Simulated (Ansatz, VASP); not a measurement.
# Cross-check of TiC between VASP and Ansatz

One calculation is typed for both programs; each brings its own data sets. How far apart do they land? The cell is taken from a series of runs on this material, whose earlier steps may have relaxed, scaled, displaced or heated it; both programs get it as it stands.

Calculated with Ansatz 0.2.0; plane waves, with VASP 6.6.1 beside it; zone-centre phonons at LDA.

## 1. Starting point

The structure is cubic, space group Fm-3m (No. 225). Conventional cell: a = 4.114 Å, b = 4.114 Å, c = 4.114 Å, α = 90.00°, β = 90.00°, γ = 90.00°. Nearest to C lie 6 Ti at 2.06 Å. Nearest to Ti lie 6 C at 2.06 Å. Farther neighbours are not listed.

## 2. VASP: zone-centre phonons, LDA, pair 1

Second derivatives magnify differences that forces hide, and they need a tight electronic threshold.

Lines of VASP's logs that name or quote its potential files are left out, and so is its time.

Contents of INCAR:

```
SYSTEM = TiC
PREC = Accurate
ENCUT = 600
EDIFF = 1E-08
NELM = 120
ISMEAR = 1
SIGMA = 0.2
LREAL = .FALSE.
ALGO = Normal
GGA = PW92
NBANDS = 14
LASPH = .TRUE.
LORBIT = 11
LWAVE = .FALSE.
LCHARG = .FALSE.
ISIF = 2
IBRION = 8
GGA_COMPAT = .FALSE.
KPAR = 2
```

Contents of POSCAR:

```
TiC
1.0
    0.0000000000      2.0568915020      2.0568915020
    2.0568915020      0.0000000000      2.0568915020
    2.0568915020      2.0568915020      0.0000000000
C Ti
1 1
Direct
    0.5000000000      0.5000000000      0.5000000000
    0.0000000000      0.0000000000      0.0000000000
```

Contents of KPOINTS:

```
Automatic mesh
0
Gamma
16 16 16
0 0 0
```

PAW data sets: C and Ti_sv (LDA family, release 64).

Command:

```sh
$ mpirun -np 2 vasp_std
```

Numbers of over 12 decimals in the logs are rounded to 6 here.

The log of the run:

```text
[banner, memory and clock lines left out]
running    2 mpi-ranks, on    1 nodes
 distrk:  each k-point on    1 cores,    2 groups
 distr:  one band on    1 cores,    1 groups

 POSCAR found type information on POSCAR C Ti
 POSCAR found :  2 types and       2 ions
|                                                                             |
|               ----> ADVICE to this user running VASP <----                  |
|                                                                             |
|     You enforced a specific xc type in the INCAR file but a different       |
|     [... a line on the potential file left out ...]
|     I HOPE YOU KNOW WHAT YOU ARE DOING!                                     |
|                                                                             |

 LDA part: xc-table for (Slater(with rela. corr.)+PW92), standard interpolation
 POSCAR, INCAR and KPOINTS ok, starting setup
 FFT: planning ... GRIDC
 FFT: planning ... GRID_SOFT
 FFT: planning ... GRID
 WAVECAR not read
 entering main loop
       N       E                     dE             d eps       ncg     rms          rms(c)
DAV:   1     0.126870787813E+03    0.12687E+03   -0.89753E+03  4072   0.155E+03
DAV:   2    -0.172519981516E+02   -0.14412E+03   -0.13520E+03  4318   0.374E+02
DAV:   3    -0.251377250581E+02   -0.78857E+01   -0.77024E+01  5214   0.858E+01
DAV:   4    -0.254645380847E+02   -0.32681E+00   -0.32654E+00  5102   0.158E+01
DAV:   5    -0.254740661076E+02   -0.95280E-02   -0.95278E-02  5314   0.223E+00    0.217E+01
DAV:   6    -0.207071326017E+02    0.47669E+01   -0.11629E+01  5794   0.612E+01    0.662E+00
DAV:   7    -0.203385277125E+02    0.36860E+00   -0.17580E+00  4862   0.204E+01    0.638E+00
DAV:   8    -0.203227287378E+02    0.15799E-01   -0.12229E-01  4740   0.445E+00    0.244E+00
DAV:   9    -0.203304333492E+02   -0.77046E-02   -0.52092E-02  5496   0.185E+00    0.810E-01
DAV:  10    -0.203294648244E+02    0.96852E-03   -0.53196E-03  5110   0.106E+00    0.607E-01
DAV:  11    -0.203286855694E+02    0.77926E-03   -0.20892E-03  4522   0.635E-01    0.393E-02
DAV:  12    -0.203286757809E+02    0.97885E-05   -0.92897E-05  4534   0.137E-01    0.196E-02
DAV:  13    -0.203286671503E+02    0.86307E-05   -0.21222E-05  4768   0.700E-02    0.313E-03
DAV:  14    -0.203286669208E+02    0.22952E-06   -0.13416E-06  5464   0.184E-02    0.253E-03
DAV:  15    -0.203286669610E+02   -0.40257E-07   -0.84197E-08  4760   0.325E-03    0.210E-03
DAV:  16    -0.203286669470E+02    0.14052E-07   -0.85458E-08  4816   0.366E-03    0.395E-04
DAV:  17    -0.203286669468E+02    0.15416E-09   -0.15107E-09  2606   0.449E-04
   1 F= -.20328667E+02 E0= -.20328632E+02  d E =-.105578E-03
 Linear response reoptimize wavefunctions to high precision
DAV:   1    -0.203286669465E+02    0.31150E-09   -0.67030E-10  3284   0.370E-04
DAV:   2    -0.203286669465E+02    0.21600E-10   -0.62379E-11  2462   0.921E-05
 Linear response DOF=           2
 Linear response progress:
  Degree of freedom:   1/  2
       N       E                     dE             d eps       ncg     rms          rms(c)
RMM:   1    -0.129158295932E+00   -0.12916E+00   -0.66977E-02 20485   0.261E+00
RMM:   2    -0.117992539700E+00    0.11166E-01   -0.63872E-03 19095   0.636E-01    0.166E-01
RMM:   3    -0.118615398070E+00   -0.62286E-03   -0.24479E-03 19691   0.276E-01    0.752E-02
RMM:   4    -0.119722088991E+00   -0.11067E-02   -0.81588E-04 20011   0.165E-01    0.150E-02
RMM:   5    -0.119873204067E+00   -0.15112E-03   -0.18732E-04 22810   0.665E-02    0.320E-03
RMM:   6    -0.119855045431E+00    0.18159E-04   -0.24126E-05 22206   0.276E-02    0.158E-03
RMM:   7    -0.119856542230E+00   -0.14968E-05   -0.57531E-06 22894   0.132E-02    0.577E-04
RMM:   8    -0.119859183005E+00   -0.26408E-05   -0.12828E-06 22637   0.657E-03    0.430E-04
RMM:   9    -0.119857733551E+00    0.14495E-05   -0.77136E-07 22649   0.347E-03    0.122E-04
RMM:  10    -0.119857067844E+00    0.66571E-06   -0.13068E-06 22994   0.177E-03    0.761E-05
RMM:  11    -0.119857372571E+00   -0.30473E-06   -0.79156E-07 22500   0.931E-04    0.699E-05
RMM:  12    -0.119857351055E+00    0.21516E-07   -0.14743E-07 22790   0.509E-04    0.224E-05
RMM:  13    -0.119857350057E+00    0.99790E-09   -0.18894E-07 23669   0.264E-04    0.128E-05
RMM:  14    -0.119857358664E+00   -0.86070E-08   -0.14123E-07 23317   0.141E-04    0.375E-06
RMM:  15    -0.119857349898E+00    0.87661E-08   -0.68821E-08 24324   0.731E-05    0.340E-06
 first order change of Fermi-energy   0.26229E-03
 force on displaced ion       1 direction 1 : -15.587   0.000   0.000
 Linear response progress:
  Degree of freedom:   2/  2
       N       E                     dE             d eps       ncg     rms          rms(c)
RMM:   1    -0.647228014139E+00   -0.64723E+00    0.94060E+00  9875   0.129E+02
RMM:   2    -0.615889575796E+00    0.31338E-01   -0.23576E-01 16373   0.507E+00    0.254E-01
RMM:   3    -0.615690272447E+00    0.19930E-03   -0.19417E-02 19369   0.122E+00    0.127E-01
RMM:   4    -0.615279803542E+00    0.41047E-03   -0.72625E-03 21338   0.526E-01    0.204E-02
RMM:   5    -0.615930340631E+00   -0.65054E-03   -0.11447E-03 22627   0.201E-01    0.103E-02
RMM:   6    -0.616312362526E+00   -0.38202E-03   -0.29874E-04 22111   0.882E-02    0.561E-03
RMM:   7    -0.616722522905E+00   -0.41016E-03   -0.73247E-05 20253   0.467E-02    0.486E-03
RMM:   8    -0.616633362392E+00    0.89161E-04   -0.37067E-05 22004   0.240E-02    0.621E-04
RMM:   9    -0.616616658779E+00    0.16704E-04   -0.17152E-05 22859   0.133E-02    0.581E-04
RMM:  10    -0.616646639627E+00   -0.29981E-04   -0.13559E-05 21706   0.801E-03    0.168E-04
RMM:  11    -0.616642598044E+00    0.40416E-05   -0.88462E-06 23128   0.521E-03    0.906E-05
RMM:  12    -0.616643680248E+00   -0.10822E-05   -0.75334E-06 23350   0.363E-03    0.113E-04
RMM:  13    -0.616640462734E+00    0.32175E-05   -0.55063E-06 21762   0.280E-03    0.241E-04
RMM:  14    -0.616646500580E+00   -0.60378E-05   -0.45548E-06 20272   0.226E-03    0.914E-05
[...]
RMM:  24    -0.616650221124E+00    0.58191E-07   -0.45866E-07 21993   0.478E-04    0.387E-06
RMM:  25    -0.616650225948E+00   -0.48235E-08   -0.36515E-07 20978   0.420E-04    0.706E-06
RMM:  26    -0.616650234139E+00   -0.81913E-08   -0.27553E-07 17473   0.370E-04    0.107E-05
RMM:  27    -0.616650248949E+00   -0.14810E-07   -0.21886E-07 13035   0.328E-04    0.132E-05
RMM:  28    -0.616650251652E+00   -0.27032E-08   -0.19612E-07 15572   0.292E-04    0.160E-05
RMM:  29    -0.616650266777E+00   -0.15125E-07   -0.16200E-07 15024   0.260E-04    0.172E-05
RMM:  30    -0.616650274195E+00   -0.74181E-08   -0.10897E-07 11110   0.232E-04    0.192E-05
RMM:  31    -0.616650282980E+00   -0.87851E-08   -0.96083E-08 16039   0.207E-04    0.200E-05
 first order change of Fermi-energy  -0.30135E-04
 force on displaced ion       2 direction 1 : -15.594   0.000   0.000
 Linear response finished
```

OUTCAR, selected parts (step 2):

```text
ion  position               nearest neighbor table
   1  0.500  0.500  0.500-   2 2.06   2 2.06   2 2.06   2 2.06   2 2.06   2 2.06
   2  0.000  0.000  0.000-   1 2.06   1 2.06   1 2.06   1 2.06   1 2.06   1 2.06

  LATTYP: Found a face centered cubic cell.
 ALAT       =     4.1137830040

 Subroutine GETGRP returns: Found 48 space group operations
 (whereof 48 operations were pure point group operations)

The static configuration has the point symmetry O_h .

 Found    145 irreducible k-points:

   k-points           NKPTS =    145   k-points in BZ     NKDIM =    145   number of bands    NBANDS=     14

   dimension x,y,z NGX =    24 NGY =   24 NGZ =   24
   dimension x,y,z NGXF=    48 NGYF=   48 NGZF=   48

   ENCUT  =  600.0 eV  44.10 Ry    6.64 a.u.   5.81  5.81  5.81*2*pi/ulx,y,z

   NELECT =      16.0000    total number of electrons

 k-points in reciprocal lattice and weights: Automatic mesh
   0.00000000  0.00000000  0.00000000       0.000
   0.06250000  0.00000000  0.00000000       0.002
   0.12500000  0.00000000  0.00000000       0.002
   0.18750000  0.00000000  0.00000000       0.002
   0.25000000  0.00000000  0.00000000       0.002
   0.31250000  0.00000000  0.00000000       0.002
   0.37500000  0.00000000  0.00000000       0.002
   0.43750000  0.00000000  0.00000000       0.002
   0.50000000  0.00000000  0.00000000       0.001
[...]
-0.31250000  0.50000000  0.18750000       0.003
  -0.25000000  0.50000000  0.25000000       0.001

 average (electrostatic) potential at core
       1 -46.7623       2 -68.6963

  Total        3.9970888      3.9970888      3.9970888      0.0000000      0.0000000     -0.0000000
  in kB      367.9512029    367.9512029    367.9512029      0.0000000      0.0000000     -0.0000000
  external PRESSURE =     367.9512029 kB  Pullay stress =       0.0000000 kB

  energy-cutoff  :      600.00
  volume of cell :       17.40
      direct lattice vectors                 reciprocal lattice vectors
     0.000000000  2.056891502  2.056891502    -0.243085257  0.243085257  0.243085257
     2.056891502  0.000000000  2.056891502     0.243085257 -0.243085257  0.243085257
     2.056891502  2.056891502  0.000000000     0.243085257  0.243085257 -0.243085257

 POSITION                                       TOTAL-FORCE (eV/Angst)
 -----------------------------------------------------------------------------------
      2.05689      2.05689      2.05689         0.000000      0.000000      0.000000
      0.00000      0.00000      0.00000         0.000000      0.000000      0.000000
 -----------------------------------------------------------------------------------
    total drift:                                0.000000     -0.000000     -0.000000

 Eigenvectors and eigenvalues of the dynamical matrix
 ----------------------------------------------------

   1 f  =   19.918935 THz   125.154358 2PiTHz  664.424144 cm-1    82.378058 meV
             X         Y         Z           dx          dy          dz
      2.056892  2.056892  2.056892     0.000000    0.894078    0.000000
      0.000000  0.000000  0.000000     0.000000   -0.447912    0.000000

   2 f  =   19.918935 THz   125.154358 2PiTHz  664.424144 cm-1    82.378058 meV
             X         Y         Z           dx          dy          dz
      2.056892  2.056892  2.056892     0.894078    0.000000    0.000000
      0.000000  0.000000  0.000000    -0.447912    0.000000    0.000000

   3 f  =   19.918935 THz   125.154358 2PiTHz  664.424144 cm-1    82.378058 meV
             X         Y         Z           dx          dy          dz
      2.056892  2.056892  2.056892     0.000000    0.000000    0.894078
      0.000000  0.000000  0.000000     0.000000    0.000000   -0.447912

   4 f/i=    0.001928 THz     0.012111 2PiTHz    0.064296 cm-1     0.007972 meV
             X         Y         Z           dx          dy          dz
      2.056892  2.056892  2.056892    -0.447912    0.000000    0.000000
      0.000000  0.000000  0.000000    -0.894078    0.000000    0.000000

   5 f/i=    0.001928 THz     0.012111 2PiTHz    0.064296 cm-1     0.007972 meV
             X         Y         Z           dx          dy          dz
      2.056892  2.056892  2.056892     0.000000   -0.447912    0.000000
      0.000000  0.000000  0.000000     0.000000   -0.894078    0.000000

   6 f/i=    0.001928 THz     0.012111 2PiTHz    0.064296 cm-1     0.007972 meV
             X         Y         Z           dx          dy          dz
      2.056892  2.056892  2.056892     0.000000    0.000000   -0.447912
      0.000000  0.000000  0.000000     0.000000    0.000000   -0.894078

 ELASTIC MODULI CONTR FROM IONIC RELAXATION (kBar)
 Direction    XX          YY          ZZ          XY          YZ          ZX
 --------------------------------------------------------------------------------
 XX           0.0000      0.0000      0.0000      0.0000      0.0000      0.0000
 YY           0.0000      0.0000      0.0000      0.0000      0.0000      0.0000
 ZZ           0.0000      0.0000      0.0000      0.0000      0.0000      0.0000
 XY           0.0000      0.0000      0.0000      0.0000      0.0000      0.0000
 YZ           0.0000      0.0000      0.0000      0.0000      0.0000      0.0000
 ZX           0.0000      0.0000      0.0000      0.0000      0.0000      0.0000
 --------------------------------------------------------------------------------
```

## 3. Ansatz: zone-centre phonons, LDA, pair 1

Ansatz runs on its PAW soft_1 files.

The same cell, functional (in two slightly different forms), mesh and smearing now go to Ansatz, which takes its cutoff from its data sets.

Contents of input.yaml:

```yaml
crystal:
  lattice:
    - [0.0, 2.056891502, 2.056891502]
    - [2.056891502, 0.0, 2.056891502]
    - [2.056891502, 2.056891502, 0.0]
  atoms:
    - { symbol: C, position: [0.5, 0.5, 0.5] }
    - { symbol: Ti, position: [0.0, 0.0, 0.0] }
kpoints:
  mp_grid: { grid: [16, 16, 16] }
hamiltonian:
  xc: lda
  pseudopotentials: { kind: paw, azcp: { folder: soft_1 }, xc_functional: pbe }
scf:
  occupations: { method: methfessel_paxton, width: 0.2 }
output:
  eigenvalues: true
phonons:
  method: dfpt
```

Command:

```sh
$ ansatz run input.yaml --threads 4 --pin off --max-ram 10240MiB --backend cpu --events-out ev --progress --plain --runs-dir out
```

The log of the run:

```text
Engine: ansatz 0.2.0, x86_64-unknown-linux-gnu
Pseudopotentials: kind: paw
Pseudopotential: C, paw, valence charge 4, recommended cutoff 420 eV (normal), soft_1/C.paw.azcp
Pseudopotential: Ti, paw, valence charge 12, recommended cutoff 420 eV (normal), soft_1/Ti.paw.azcp
Functional definition: SPW92
  exchange = slater_x
  correlation = pw_c
Crystal: 2 atoms, lattice volume = 17.405 Å³
Basis set: ecut = 420 eV, 331 PW (Γ), exchange–correlation on 40×40×40 points (8 copies of the dense FFT grid, shifted against one another)
Bands: 12, of which v1, the nominal top of the filled ones, is band 8 counted from 1 (7 counted from 0)
Symmetry: 48 space group operations
k-points: 349 of 4096 (irreducible under 8 space group operations, time reversal used)
Non-local potential: C, projectors of the file, l = 0: 2, l = 1: 2, l = 2: 1
Non-local potential: Ti, projectors of the file, l = 0: 3, l = 1: 2, l = 2: 3, l = 3: 1
PAW form: soft (Blöchl's): semilocal exchange-correlation on the pseudo side does not see the compensation charge
PAW frozen core: C, regenerated for the run's functional, and the local potential with it (the file was generated under x = pbe(κ = 0.804, μ = 0.219515), c = pbe(β = 0.066725))
PAW frozen core: Ti, regenerated for the run's functional, and the local potential with it (the file was generated under x = pbe(κ = 0.804, μ = 0.219515), c = pbe(β = 0.066725))
PAW one-centre angular grid: C, 110 points (default); XC on 64 Gauss nodes
PAW one-centre angular grid: Ti, 590 points (default); XC on 64 Gauss nodes
Initial density: superposition of atomic densities (chi_scale 0.1, normalization cell, long waves kept (reshape's long-wave potential 0.00 eV rms))
Initial wavefunctions: pseudopotential atomic-orbital guess
Functional: x = slater, c = lda
SCF iter   1: F=—  HF=-2696.107554 eV  |F-HF|=—  |Δ(HF+E_count)|=         —  Δρ=1.56e-1  dr2=5.15e0  ethr=3.10e-3  ⟨swp⟩=4.5  Hψ=20848  notcnv=0
preconditioner: auto → none  [metal: Δε(μ)=0.102 eV  Ē_g=20.891 eV  σ=0.200 eV  W_gap=0.41  n_scr=8 (ndim 8)  ℏωp=33.3 eV  f_vac=0.000  D(μ)=0.24/eV (n_scr^D=0)  sad-step TF]
SCF iter   2: F=—  HF=-2695.538338 eV  |F-HF|=—  |Δ(HF+E_count)|=   5.69e-1  S|Δr|=    0.00e0  Δρ=1.09e-1  dr2=2.53e0  ethr=3.10e-3  ⟨swp⟩=2.0  Hψ=7831  notcnv=0
SCF iter   3: F=—  HF=-2694.988512 eV  |F-HF|=—  |Δ(HF+E_count)|=   5.50e-1  S|Δr|=    0.00e0  Δρ=1.10e-2  dr2=1.21e-2  ethr=3.10e-3  ⟨swp⟩=2.7  Hψ=8657  notcnv=0
SCF iter   4: F=—  HF=-2694.983440 eV  |F-HF|=—  |Δ(HF+E_count)|=   5.07e-3  S|Δr|=    0.00e0  Δρ=1.52e-3  dr2=9.63e-5  ethr=7.58e-5  ⟨swp⟩=2.2  Hψ=10267  notcnv=0
SCF iter   5: F=—  HF=-2694.983667 eV  |F-HF|=—  |Δ(HF+E_count)|=   2.27e-4  S|Δr|=    0.00e0  Δρ=3.03e-4  dr2=9.25e-6  ethr=6.02e-7  ⟨swp⟩=2.2  Hψ=5049  notcnv=0
SCF iter   6: F=—  HF=-2694.983666 eV  |F-HF|=—  |Δ(HF+E_count)|=   1.55e-6  S|Δr|=    0.00e0  Δρ=1.56e-5  dr2=3.69e-8  ethr=5.78e-8  ⟨swp⟩=2.3  Hψ=6701  notcnv=0
SCF iter   7: F=—  HF=-2694.983667 eV  |F-HF|=—  |Δ(HF+E_count)|=   1.44e-6  S|Δr|=    0.00e0  Δρ=1.88e-6  dr2=5.98e-10  ethr=2.30e-10  ⟨swp⟩=2.4  Hψ=6208  notcnv=0
SCF iter   8: F=-2694.983667 eV  HF=-2694.983667 eV  |F-HF|=4.55e-13  |Δ(HF+E_count)|=  1.21e-10  S|Δr|=    0.00e0  Δρ=7.39e-8  dr2=9.59e-13  ethr=1.00e-12  ⟨swp⟩=3.8  Hψ=17897  notcnv=0
SCF 1 converged in 8 iterations: F = -2694.983667 eV  dr2 = 9.59e-13
  greatest PAW one-centre occupation: 0.998 electrons in one spin orbital (limit 2), on the Ti atom at site 1 (counted from 0), in its partial waves of l = 0
DFPT response loops at Γ: preconditioner auto → Kerker (q_TF=auto, 2.690 Å⁻¹) (partly filled bands, converged f_vac=0.000); β = 1.00, the filter's whole step (`scf.mixing.beta` (0.50) is not read by the response loops under this deck's `scf.mixing.preconditioner`; to damp them name `kerker` or `kerker_dos`, under which they read `scf.mixing.beta`, and type it under 1.00, their step now; both keys bind the ground state too); Broyden in place of MSR1
SCF converged after 8 iterations
Stability not checked: this state was not tested for a lower state beside it, because cold or Methfessel-Paxton smearing, or corrected tetrahedra, fill the levels in a way that the test cannot read (fill_not_monotonic; see scf.lower_state_search)
Free energy (F): -2694.983667 eV
Harris-Foulkes:  -2694.983667 eV  (|F-HF|=4.55e-13)
Internal energy: -2694.983555 eV  (E = F + TS)
E sigma→0 (E₀):  -2694.983639 eV
Entropy (-TS):   -0.000112 eV (-0.056 meV/atom)
Fermi energy:    17.116838 eV
--- Per-component energies (eV) ---
  E_band       = -68.221511
  E_kinetic    = 375.922086
  E_local      = -741.275957  (includes V_loc(G=0)·N_el)
  E_nonlocal   = 90.203928
  E_hartree    = 299.655454
  E_xc         = -166.142749
  E_vxc        = -208.454907  (∫ρ·V_xc dr)
  E_paw        = -1086.755383  (= ΣΔE_a)
  E_vpaw       = -183.927516  (= ΣTr[D̂ρ^β])
  E_aug_tail   = -0.000080  (compensation charges beyond the density's cutoff)
  E_ewald      = -1466.979638
  E_core_change = 0.388783  (= ΣΔE_core)
  E_smearing   = -0.000112  (= −TS)
  E_closure    = 0.000000  (closes the sum)
  Σ components = -2694.983667   (vs F -2694.983667, Δ=0.00e0)
--- Band table (eV; the first three rows and the last of 349) ---
  k-point 0: bands = [... 4 lower, 4.2333, 17.7903, 17.7903, 17.7903, 19.0190, 19.0190, 19.0190, 19.1818]
  k-point 1: bands = [... 4 lower, 4.3421, 17.2981, 17.5909, 17.5909, 18.2661, 18.2661, 19.3137, 20.2958]
  k-point 2: bands = [... 4 lower, 4.6599, 16.3385, 16.7319, 16.7319, 18.3312, 18.3312, 19.7411, 21.5604]
  k-point 348: bands = [... 4 lower, 7.3720, 13.7388, 13.7388, 14.0472, 20.4344, 20.4344, 21.4238, 23.5205]
--- Phonons (Γ-DFPT): 2 representative perturbations + reference, on 349 of 4096 k-points (Σ response iterations 6) ---
  k mesh reduced under 8 symmetry operations, with k and −k counted as one. Each operation leaves every solved perturbation unchanged. A smaller set is not used because it would not reduce the number of displacements times k-points to solve
  ASR residual: 2.801e-5 → 0.000e0 eV/Å²; symmetrization residual: 1.090e-7 eV/Å²
  ASR residual per site (eV/Å²): 3.39e-6 2.80e-5
  Γ frequencies (cm⁻¹): 0.00 0.00 0.00 663.30 663.30 663.30
  non-analytic LO–TO correction: not included (Born effective charges unavailable; polar crystals: no LO–TO splitting at Γ)
```

Reading the cycles: dr2 is the Hartree energy of the density residual (eV), the measure of convergence; HF is the Harris–Foulkes estimate of the energy, which meets the free energy F at convergence.

## 4. Comparison

Known differences besides the potentials themselves: the cutoff is 420 eV in Ansatz and 600 eV in VASP; VASP's log shows a relativistic correction to its local exchange, Ansatz's none. Total energies have different zeros and are not compared.

Both answers:

```csv
quantity,Ansatz,VASP,difference
optical mode 1 to 3 (cm⁻¹),663.3,664.4,-0.17 %
```

Modes are paired by rising frequency, not by their patterns, so a pair may set unlike modes beside each other; they are those without the splitting of longitudinal modes.

[end of part 1 of 2]

[Lines on the potential files, build, host, timing and source positions are cut from VASP's logs without a mark.]

[Logs are printed without paths, hosts, clocks, repeated set-up lines and the standing remarks that a program may print on its own settings, such as how far it seeks lower states.]

[Hosts, paths, dates, database ids (printed as entryN), source tags and the programs' standing remarks are cut or masked in the printed files.]
